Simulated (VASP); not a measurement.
**TbTe₂ (space group P4/nmm): computed properties**

Calculation: PBEsol GGA, VASP's PBE PAW potentials (set 64) (plane waves; VASP).

| Item | Value |
|---|---|
| space group | P4/nmm (129) |
| cell | a = b = 4.383 Å, c = 8.769 Å, α = β = γ = 90.00° |
| volume per atom | 28.07 Å³/atom |
| band gap (over mesh and band path) | none (metal, semimetal or under 0.01 eV) |
| band gap with spin-orbit coupling | none (metallic) |
| density | 8.16 g/cm³ |

```yaml
crystal:
  lattice:
    - [4.38275, 0.00000, 0.00000]
    - [0.00000, 4.38275, 0.00000]
    - [0.00000, 0.00000, 8.76929]
  atoms:
    - { symbol: Tb, position: [0.00000, 0.50000, 0.72963] }
    - { symbol: Tb, position: [0.50000, 0.00000, 0.27037] }
    - { symbol: Te, position: [0.00000, 0.00000, 0.00000] }
    - { symbol: Te, position: [0.50000, 0.50000, 0.00000] }
    - { symbol: Te, position: [0.00000, 0.50000, 0.37132] }
    - { symbol: Te, position: [0.50000, 0.00000, 0.62868] }
```

The 4f electrons are frozen in the core of the lanthanide potential, so 4f levels, which can set the real gap, and their magnetism are missing. Unless said otherwise, spin-orbit coupling is left out, though it shifts the bands of the heavy elements here.

The structure comes from a computed database's TbTe2 entry (P4/nmm); how it stands against other phases isn't given here. It was relaxed first. Symmetry was kept, so distortions that lower it aren't found.
